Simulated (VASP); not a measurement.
# LaLuN2 (P6_3/mmc) in VASP: phonons with PBE

Aim: the phonons of LaLuN2 with PBE.

Everything below comes from runs of VASP 6.6.1. Logs are shortened: lines on timing, memory, paths and dates and some standing lists are left out, and cuts for length are marked.

## Step 1: The crystal as given

The structure is hexagonal, space group P6_3/mmc (No. 194). The conventional cell has a = 3.489 Å, b = 3.489 Å, c = 11.849 Å, α = 90.00°, β = 90.00°, γ = 120.00°. La (site symmetry -6m2) is surrounded by 6 N at 2.58 Å. Around Lu (site symmetry -3m) lie 6 N at 2.42 Å. N (site symmetry 3m) has 3 Lu at 2.42 Å and 3 La at 2.58 Å as nearest neighbours.

The cell was built by a generator and needn't be a form met in nature.

## Step 2: Phonons, PBE

The input, POSCAR:

```
LaLuN2
1.0
    3.4887320000      0.0000000000      0.0000000000
   -1.7443660000      3.0213300000      0.0000000000
    0.0000000000      0.0000000000     11.8492500000
La Lu N
2 2 4
Direct
    0.3333330000      0.6666670000      0.2500000000
    0.6666670000      0.3333330000      0.7500000000
    0.0000000000      0.0000000000      0.5000000000
    0.0000000000      0.0000000000      0.0000000000
    0.3333330000      0.6666670000      0.8865930000
    0.6666670000      0.3333330000      0.1134070000
    0.6666670000      0.3333330000      0.3865930000
    0.3333330000      0.6666670000      0.6134070000
```

The input, INCAR.step1:

```
SYSTEM = LaLuN2
ALGO = Normal
EDIFF = 1E-8
EDIFFG = -0.002
ENCUT = 520
GGA = PE
IBRION = 2
ISIF = 3
ISMEAR = 0
KPAR = 4
LASPH = .True.
LCHARG = .False.
LREAL = .False.
LWAVE = .False.
NELM = 80
NSW = 40
PREC = Accurate
SIGMA = 0.1
```

The input, INCAR.step2:

```
SYSTEM = LaLuN2
ALGO = Normal
EDIFF = 1E-8
ENCUT = 520
GGA = PE
IBRION = 6
ISIF = 2
ISMEAR = 0
KPAR = 4
LASPH = .True.
LCHARG = .False.
LREAL = .False.
LWAVE = .False.
NELM = 80
NFREE = 2
NSW = 1
POTIM = 0.015
PREC = Accurate
SIGMA = 0.1
```

The input, KPOINTS:

```
k-points
0
Gamma
  10 10 4
  0 0 0
```

Potentials or basis: VASP PAW PBE potentials, release 64 (La, Lu, N).

Started as:

```
cat potpaw_PBE.64/La/POTCAR potpaw_PBE.64/Lu/POTCAR potpaw_PBE.64/N/POTCAR > POTCAR
cp INCAR.step1 INCAR
mpirun -np 4 vasp_std > vasp.out
cp CONTCAR POSCAR
cp INCAR.step2 INCAR
mpirun -np 4 vasp_std > vasp.out
```

OUTCAR:

```text
SYSTEM = LaLuN2
   EDIFF = 1E-8
   ENCUT = 520
   GGA = PE
   IBRION = 6
   ISIF = 2
   ISMEAR = 0
   LASPH = .True.
   LREAL = .False.
   NELM = 80
   NFREE = 2
   NSW = 1
   POTIM = 0.015
   PREC = Accurate

 ion  position               nearest neighbor table
   1  0.333  0.667  0.250-   6 2.58   7 2.58   6 2.58   7 2.58   6 2.58   7 2.58   3 3.58   4 3.58
                             3 3.58   4 3.58   3 3.58   4 3.58
   2  0.667  0.333  0.750-   5 2.58   8 2.58   5 2.58   8 2.58   5 2.58   8 2.58   3 3.58   4 3.58
                             3 3.58   4 3.58   3 3.58   4 3.58
   3  0.000  0.000  0.500-   7 2.42   8 2.42   8 2.42   7 2.42   7 2.42   8 2.42   1 3.58   2 3.58
                             1 3.58   2 3.58   1 3.58   2 3.58
   4  0.000  0.000  0.000-   5 2.42   6 2.42   5 2.42   6 2.42   6 2.42   5 2.42   1 3.58   2 3.58
                             1 3.58   2 3.58   1 3.58   2 3.58
   5  0.333  0.667  0.887-   4 2.42   4 2.42   4 2.42   2 2.58   2 2.58   2 2.58
   6  0.667  0.333  0.113-   4 2.42   4 2.42   4 2.42   1 2.58   1 2.58   1 2.58
   7  0.667  0.333  0.387-   3 2.42   3 2.42   3 2.42   1 2.58   1 2.58   1 2.58
   8  0.333  0.667  0.613-   3 2.42   3 2.42   3 2.42   2 2.58   2 2.58   2 2.58

  LATTYP: Found a hexagonal cell.
 ALAT       =     3.4887320000
 C/A-ratio  =     3.3964345785

  Lattice vectors:

 A1 = (   3.4887320000,   0.0000000000,   0.0000000000)
 A2 = (  -1.7443660000,   3.0213300000,   0.0000000000)
 A3 = (   0.0000000000,   0.0000000000,  11.8492500000)

Analysis of symmetry for initial positions (statically):
=====================================================================
 Subroutine PRICEL returns:
 Original cell was already a primitive cell.

 Routine SETGRP: Setting up the symmetry group for a
 hexagonal supercell.

 Subroutine GETGRP returns: Found 24 space group operations
 (whereof 12 operations were pure point group operations)
 out of a pool of 24 trial point group operations.

The static configuration has the point symmetry D_3d.
 The point group associated with its full space group is D_6h.

Analysis of symmetry for dynamics (positions and initial velocities):
=====================================================================
 Subroutine PRICEL returns:
 Original cell was already a primitive cell.

 Routine SETGRP: Setting up the symmetry group for a
 hexagonal supercell.
[... 388 lines left out ...]
  free energy    TOTEN  =       -64.03982114 eV

  energy without entropy =      -64.03980641  energy(sigma->0) =      -64.03981378

 E-fermi :   6.6871     XC(G=0): -11.5745

 val. band max:        6.5133492574   @ k =   0.0000   0.0000   0.0000
 cond. band min:       6.8880776029   @ k =   0.5000  -0.0000   0.0000
 fundamental gap:      0.3747283455
 Fermi energy:         6.6871378626

 k-point     1 :       0.0000    0.0000    0.0000
  band No.  band energies     occupation
      1     -48.1557      2.00000
      2     -48.1056      2.00000
      3     -25.0053      2.00000
      4     -24.9574      2.00000
      5     -19.0128      2.00000
      6     -18.9617      2.00000
[... 1381 lines left out ...]
     54      10.0855      0.00000
     55      10.3721      0.00000

 [... further k-points ...]

------------------------ aborting loop because EDIFF is reached ----------------------------------------

  FORCE on cell =-STRESS in cart. coord.  units (eV):
  Direction    XX          YY          ZZ          XY          YZ          ZX
  --------------------------------------------------------------------------------------
  -------------------------------------------------------------------------------------
  Total        0.0108200      0.0108200      0.0565446      0.0000000      0.0000000      0.0000000
  in kB        0.1387969      0.1387968      0.7253458      0.0000000      0.0000000      0.0000000
  external PRESSURE =       0.3343132 kB  Pullay stress =       0.0000000 kB
[... 23 lines left out ...]
  FREE ENERGIE OF THE ION-ELECTRON SYSTEM (eV)
  ---------------------------------------------------
  free  energy   TOTEN  =       -64.0398211426 eV

  energy  without entropy=      -64.0398064120  energy(sigma->0) =      -64.03981378

 INTERNAL STRAIN TENSORS FROM DISPLACED ATOMS
 ============================================

 INTERNAL STRAIN TENSOR FOR ION    1 for displacements in x,y,z  (eV/Angst):
          X           Y           Z          XY          YZ          ZX
  --------------------------------------------------------------------------------
  x     0.00000     0.00000     0.00000     0.58113     0.00000     0.00000
  y     0.58113    -0.58113     0.00000     0.00000     0.00000     0.00000
  z     0.00000     0.00000     0.00000     0.00000     0.00000     0.00000

 INTERNAL STRAIN TENSOR FOR ION    8 for displacements in x,y,z  (eV/Angst):
          X           Y           Z          XY          YZ          ZX
  --------------------------------------------------------------------------------
  x     0.00000     0.00000     0.00000    -0.63017     0.00000    -3.13224
  y    -0.63017     0.63017     0.00000     0.00000    -3.13223     0.00000
  z     0.26336     0.26336     2.94327     0.00000     0.00000     0.00000

 Eigenvectors and eigenvalues of the dynamical matrix
 ----------------------------------------------------

   1 f  =   16.298889 THz   102.408941 2PiTHz  543.672420 cm-1    67.406759 meV
             X         Y         Z           dx          dy          dz
     -0.000002  2.014221  2.962312     0.000000   -0.000000    0.000000
      1.744368  1.007109  8.886938     0.000000    0.000000   -0.000000
      0.000000  0.000000  5.924625     0.000000   -0.000000   -0.000000
      0.000000  0.000000  0.000000     0.000000   -0.000000    0.000000
     -0.000002  2.014221 10.505462    -0.000000   -0.000000   -0.500000
      1.744368  1.007109  1.343788    -0.000000    0.000000    0.500000
      1.744368  1.007109  4.580837    -0.000000    0.000000   -0.500000
     -0.000002  2.014221  7.268413    -0.000000   -0.000000    0.500000
[... 243 lines left out ...]
  24 f/i=    0.008194 THz     0.051481 2PiTHz    0.273307 cm-1     0.033886 meV
             X         Y         Z           dx          dy          dz
     -0.000002  2.014221  2.962312    -0.000000   -0.000000    0.450972
      1.744368  1.007109  8.886938    -0.000000   -0.000000    0.450972
      0.000000  0.000000  5.924625    -0.000000   -0.000000    0.506169
      0.000000  0.000000  0.000000    -0.000000   -0.000000    0.506169
     -0.000002  2.014221 10.505462    -0.000000   -0.000000    0.142157
      1.744368  1.007109  1.343788    -0.000000   -0.000000    0.142157
      1.744368  1.007109  4.580837    -0.000000   -0.000000    0.142157
     -0.000002  2.014221  7.268413    -0.000000   -0.000000    0.142157

 ELASTIC MODULI CONTR FROM IONIC RELAXATION (kBar)
 Direction    XX          YY          ZZ          XY          YZ          ZX
 --------------------------------------------------------------------------------
 XX         -10.2164      9.7487     -2.6134     -0.0000     -0.0000      0.0000
 YY           9.7487    -10.2164     -2.6134      0.0000      0.0000      0.0000
 ZZ          -2.6134     -2.6134    -29.2080      0.0000     -0.0000      0.0000
 XY          -0.0000      0.0000      0.0000     -9.9825      0.0000     -0.0000
 YZ          -0.0000      0.0000     -0.0000      0.0000    -98.4170      0.0000
 ZX           0.0000      0.0000      0.0000     -0.0000      0.0000    -98.4174
 --------------------------------------------------------------------------------
```

OUTCAR.step1:

```text
SYSTEM = LaLuN2
   EDIFF = 1E-8
   EDIFFG = -0.002
   ENCUT = 520
   GGA = PE
   IBRION = 2
   ISIF = 3
   ISMEAR = 0
[... 1649 lines left out ...]
      1.74437      1.00711      4.58084         0.000000     -0.000000     -0.000087
     -0.00000      2.01422      7.26841        -0.000000      0.000000      0.000087
 -----------------------------------------------------------------------------------
    total drift:                               -0.007014      0.004050     -0.002429

  FREE ENERGIE OF THE ION-ELECTRON SYSTEM (eV)
  ---------------------------------------------------
  free  energy   TOTEN  =       -64.0410310345 eV

  energy  without entropy=      -64.0410137154  energy(sigma->0) =      -64.04102237

 reached required accuracy - stopping structural energy minimisation
```

OSZICAR.step1:

```text
N       E                     dE             d eps       ncg     rms          rms(c)
DAV:   1     0.102920068920E+04    0.10292E+04   -0.31970E+04  6328   0.456E+03
DAV:   2     0.237334850965E+03   -0.79187E+03   -0.72749E+03  6044   0.750E+02
DAV:   3    -0.141479361093E+02   -0.25148E+03   -0.24168E+03  6628   0.320E+02
[... 12 lines left out ...]
DAV:  16    -0.640410309930E+02   -0.11035E-05   -0.10816E-05  8576   0.288E-02    0.277E-03
DAV:  17    -0.640410310654E+02   -0.72381E-07   -0.24803E-06  8488   0.144E-02    0.103E-03
DAV:  18    -0.640410310669E+02   -0.15134E-08   -0.71461E-07  8472   0.447E-03    0.139E-03
DAV:  19    -0.640410310794E+02   -0.12486E-07   -0.17338E-07  6312   0.348E-03    0.400E-04
DAV:  20    -0.640410310337E+02    0.45657E-07   -0.29616E-08  4392   0.119E-03    0.152E-04
DAV:  21    -0.640410310345E+02   -0.78944E-09   -0.51929E-09  3216   0.889E-04
   1 F= -.64041031E+02 E0= -.64041022E+02  d E =-.640410E+02
```

Wall time 27 min (4 MPI ranks of Intel Xeon 6975P-C (Granite Rapids), shared host); peak memory 1.9 GiB.

Results:

| Quantity | Value |
| --- | --- |
| Highest phonon frequency at Γ, LO-TO splitting left out | 544 cm⁻¹ |

Phonon frequencies in cm⁻¹ (negative: imaginary):
```csv
q point,frequencies
"(0.000, 0.000, 0.000)",0 0 0 60 60 87 87 93 93 132 147 163 172 172 222 227 227 315 315 328 328 516 527 544
```

Spin-orbit coupling is left out, which matters for the levels of La, Lu.
